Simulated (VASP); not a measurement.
Here is the system:

```xyz
1
Lattice="0.0000 1.9839 1.9839 1.9839 0.0000 1.9839 1.9839 1.9839 0.0000" Properties=species:S:1:pos:R:3 pbc="T T T"
Pd     0.0000     0.0000     0.0000
```

All values below come from PBE GGA, VASP's PBE PAW potentials (set 64) (plane waves; VASP). Settings: 400 eV cut-off, 12×12×12 Γ-centred mesh, first-order Methfessel-Paxton smearing of 0.10 eV, potentials Pd.

Give the stress tensor in GPa (positive for a compressed cell).

```
-3.93   0.00   0.00
 0.00  -3.93   0.00
 0.00   0.00  -3.93
```
The pressure is its mean diagonal, -3.93 GPa.

The compound is Pd in the fcc structure. The cell was not relaxed at this level.
